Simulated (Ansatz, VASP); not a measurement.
**BeAs4 in VASP and in Ansatz**

```
Be As
1.0
     4.90230    0.00000    0.00000
     0.00000    4.90230    0.00000
     0.00000    0.00000    4.90230
Be As
1 4
Direct
  0.00000 0.00000 0.00000
  0.00000 0.50000 0.50000
  0.50000 0.00000 0.50000
  0.50000 0.50000 0.00000
  0.50000 0.50000 0.50000
```

Alike in both runs: task relaxation of cell and atoms; functional PBE; k mesh 8 × 8 × 8; occupations gaussian, width 0.1 eV; no spin polarisation.

|  | VASP | Ansatz |
| --- | --- | --- |
| version | VASP 6.6.1 | Ansatz 0.2.0 |
| potentials or method | VASP PAW PBE potentials, release 64 (Be, As) | scalar-relativistic, plane waves, PAW |
| plane-wave cutoff (eV) | 600 | 420 |
| valence electrons in the cell | 22 | 62 |

```csv
,VASP,Ansatz,Ansatz less VASP
"gap on the k mesh at the Fermi level, each at its own relaxed structure (eV)",none,none,-
relaxed volume (Å³/atom),24.05,23.95,-0.099
relaxed cell length with the largest relative difference (Å),4.936,4.929,-0.0068
energy change over the relaxation (meV/atom),-2,-1,+0.6
```

A gap of «none» marks a metal or a gap that the smearing closes. The two sets of potentials don't hold the same shells in valence.
